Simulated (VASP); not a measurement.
All values below come from PBEsol GGA, VASP's PBE PAW potentials (set 64) (plane waves; VASP).

Input for VASP

**INCAR**
```
! general
SYSTEM  = Er
PREC    = Accurate
ENCUT   = 480
LREAL   = F
LASPH   = T

! electronic loop
EDIFF   = 1E-7
NELM    = 100
ALGO    = Normal
LMAXMIX = 6

! smearing
ISMEAR  = 1
SIGMA   = 0.1

! functional
GGA     = PS

! ions
IBRION  = 2
NSW     = 30
ISIF    = 2
EDIFFG  = -0.01

! output
LWAVE   = F
LCHARG  = F
```

KPOINTS:
```
K-points
0
G
12 12 6
```

File POSCAR:
```
Er
1
    1.7887382734    -3.0523991530     0.0000000000
    1.7887382734     3.0523991530     0.0000000000
    0.0000000000     0.0000000000     5.4999711890
Er
2
Direct
  0.3333330000   0.6666670000   0.2500000000
  0.6666670000   0.3333330000   0.7500000000
```

POTCAR, in this order: Er_3 (PBE.64 set). Program: vasp_std.

Output of the run:

OSZICAR:
```
       N       E                     dE             d eps       ncg     rms          rms(c)
DAV:   1     0.456066074616E+02    0.45607E+02   -0.84295E+03  7565   0.131E+03
DAV:   2    -0.723135433904E+01   -0.52838E+02   -0.51493E+02  7502   0.532E+02
DAV:   3    -0.972670082999E+01   -0.24953E+01   -0.23466E+01  7976   0.607E+01
DAV:   4    -0.983678564975E+01   -0.11008E+00   -0.10694E+00  8000   0.105E+01
DAV:   5    -0.984172477141E+01   -0.49391E-02   -0.49687E-02  7786   0.205E+00    0.250E+01
DAV:   6    -0.983239113187E+01    0.93336E-02   -0.32805E-02  7541   0.324E+00    0.149E+01
DAV:   7    -0.983933465260E+01   -0.69435E-02   -0.56289E-02  7248   0.430E+00    0.352E-01
DAV:   8    -0.983899643506E+01    0.33822E-03   -0.37102E-03  7312   0.878E-01    0.789E-02
DAV:   9    -0.983899558487E+01    0.85019E-06   -0.20392E-04  7602   0.197E-01    0.307E-02
DAV:  10    -0.983899094392E+01    0.46409E-05   -0.21769E-05  7572   0.602E-02    0.364E-02
DAV:  11    -0.983899131300E+01   -0.36908E-06   -0.14052E-06  7509   0.162E-02    0.622E-03
DAV:  12    -0.983899149292E+01   -0.17992E-06   -0.15123E-07  4407   0.677E-03    0.206E-03
DAV:  13    -0.983899146644E+01    0.26479E-07   -0.49310E-08  3981   0.112E-02
   1 F= -.98389915E+01 E0= -.98392906E+01  d E =-.983899E+01
       N       E                     dE             d eps       ncg     rms          rms(c)
DAV:   1    -0.983899172403E+01   -0.23112E-06   -0.25996E-03  6818   0.190E+00    0.124E-02
DAV:   2    -0.983901508272E+01   -0.23359E-04   -0.23851E-04  7335   0.143E-01    0.505E-03
DAV:   3    -0.983901531924E+01   -0.23652E-06   -0.42270E-06  6967   0.429E-02    0.411E-03
DAV:   4    -0.983901523317E+01    0.86066E-07   -0.19657E-07  4692   0.180E-02
   2 F= -.98390152E+01 E0= -.98393146E+01  d E =-.237667E-04
       N       E                     dE             d eps       ncg     rms          rms(c)
DAV:   1    -0.983885550736E+01    0.15981E-03   -0.23368E-02  6731   0.570E+00    0.370E-02
DAV:   2    -0.983906475260E+01   -0.20925E-03   -0.21379E-03  7352   0.430E-01    0.152E-02
DAV:   3    -0.983906675797E+01   -0.20054E-05   -0.35739E-05  6991   0.127E-01    0.123E-02
DAV:   4    -0.983906618479E+01    0.57318E-06   -0.30093E-06  8011   0.532E-02    0.573E-03
DAV:   5    -0.983906615022E+01    0.34566E-07   -0.28817E-07  4776   0.228E-02
   3 F= -.98390662E+01 E0= -.98393663E+01  d E =-.746838E-04
```

OUTCAR:
```
------------------------ aborting loop because EDIFF is reached ----------------------------------------
  FORCE on cell =-STRESS in cart. coord.  units (eV):
  Direction    XX          YY          ZZ          XY          YZ          ZX
  --------------------------------------------------------------------------------------
  Total       -0.6342862     -0.2582002     -0.5368914      0.0000000     -0.0000000      0.0000000
  in kB      -16.9206604     -6.8879290    -14.3224899      0.0000000     -0.0000000      0.0000000
  external PRESSURE =     -12.7103598 kB  Pullay stress =       0.0000000 kB
  volume of cell :       60.06
      direct lattice vectors                 reciprocal lattice vectors
     1.788738273 -3.052399153  0.000000000     0.279526640 -0.163805576  0.000000000
     1.788738273  3.052399153  0.000000000     0.279526640  0.163805576  0.000000000
     0.000000000  0.000000000  5.499971189     0.000000000  0.000000000  0.181819134
 POSITION                                       TOTAL-FORCE (eV/Angst)
 -----------------------------------------------------------------------------------
      1.78874      1.02060      1.37499         0.000000      0.008071      0.000000
      1.78874     -1.02060      4.12498         0.000000     -0.008071      0.000000
 -----------------------------------------------------------------------------------
    total drift:                                0.000000      0.000000     -0.000000
  FREE ENERGIE OF THE ION-ELECTRON SYSTEM (eV)
  ---------------------------------------------------
  free  energy   TOTEN  =        -9.8390661502 eV

  energy  without entropy=       -9.8399665159  energy(sigma->0) =       -9.83936627

 reached required accuracy - stopping structural energy minimisation
```
(Selected blocks of OUTCAR.)

### CONTCAR
```
Er
   1.00000000000000
     1.7887382733999999   -3.0523991530000001    0.0000000000000000
     1.7887382733999999    3.0523991530000001    0.0000000000000000
     0.0000000000000000    0.0000000000000000    5.4999711890000000
  Er
     2
Direct
     0.3328207729217639    0.6671792270782361    0.2500000000000000
     0.6671792270782361    0.3328207729217639    0.7500000000000000
```

OUTCAR:
```
 val. band max:        2.9520133607   @ k =   0.4167   0.1667   0.3333

 cond. band min:       2.9582542110   @ k =  -0.2500   0.1667   0.3333


 Fermi energy:         2.9576928261

 k-point     1 :       0.0000    0.0000    0.0000
  band No.  band energies     occupation
      1     -21.9852      2.00000
      2     -21.4504      2.00000
      3     -21.4409      2.00000
      4     -21.3378      2.00000
      5     -21.3303      2.00000
      6     -21.2748      2.00000
      7      -2.5936      2.00000
      8       0.6651      2.00000
      9       4.1319     -0.00000
     10       4.7680     -0.00000
     11       5.0021      0.00000
     12       5.3872      0.00000
     13       5.5432      0.00000

 k-point     2 :       0.0833    0.0000    0.0000
  band No.  band energies     occupation
      1     -21.9710      2.00000
      2     -21.4757      2.00000
      3     -21.4524      2.00000
      4     -21.3654      2.00000
      5     -21.3352      2.00000
      6     -21.2821      2.00000
      7      -2.4267      2.00000
      8       0.8278      2.00000
      9       3.9476     -0.00000
     10       4.4285     -0.00000
     11       5.1082      0.00000
     12       5.3753      0.00000
     13       5.7447      0.00000

 k-point     3 :       0.1667    0.0000    0.0000
  band No.  band energies     occupation
      1     -21.9305      2.00000
      2     -21.5502      2.00000
      3     -21.4779      2.00000
      4     -21.4434      2.00000
      5     -21.3449      2.00000
      6     -21.3038      2.00000
      7      -1.9479      2.00000
      8       1.2660      2.00000
      9       3.4842     -0.00000
     10       3.8168     -0.00000
     11       4.9410     -0.00000
     12       5.4435      0.00000
     13       5.5677      0.00000

 k-point     4 :       0.2500    0.0000    0.0000
  band No.  band energies     occupation
      1     -21.8690      2.00000
      2     -21.6529      2.00000
      3     -21.5459      2.00000
...
```

The 4f electrons are frozen in the core of the lanthanide potential, so 4f levels, which can set the real gap, and their magnetism are missing.

The compound is Er in the hcp structure. This cell was strained or had an atom moved on purpose. Symmetry was kept, so distortions that lower it aren't found.
